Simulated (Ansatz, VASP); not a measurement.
## BIr3Pd: VASP beside Ansatz

```
CELL_PARAMETERS angstrom
3.99612 0.00000 0.00000
0.00000 3.99612 0.00000
0.00000 0.00000 3.99612
ATOMIC_POSITIONS crystal
B 0.50000 0.50000 0.50000
Pd 0.00000 0.00000 0.00000
Ir 0.00000 0.50000 0.50000
Ir 0.50000 0.50000 0.00000
Ir 0.50000 0.00000 0.50000
```

Change from the starting cell: species swapped into the Fe3RhN type (Pm-3m, No. 221).

Alike in both runs: task single point; functional PBE; k mesh 4 × 4 × 4; occupations gaussian, width 0.1 eV; no spin polarisation.

```csv
,VASP,Ansatz
version,VASP 6.6.1,Ansatz 0.2.0
potentials or method,"VASP PAW PBE potentials, release 64 (B, Pd, Ir)","scalar-relativistic, plane waves, PAW"
plane-wave cutoff (eV),520,420
valence electrons in the cell,40,72
```

```csv
,VASP,Ansatz,Ansatz less VASP
gap on the k mesh at the Fermi level (eV),none,none,-
pressure (GPa),26.1,24.8,-1.33
```

A gap of «none» marks a metal or a gap that the smearing closes. The two sets of potentials don't hold the same shells in valence.

Caveats: the k mesh is coarse (spacing up to 0.39 Å⁻¹), so the values aren't converged; so large a pressure means that the cell lies far from this level's equilibrium, or that cutoff or potentials fall short (VASP). The runs have no spin-orbit coupling, so splittings on Ir are missing.
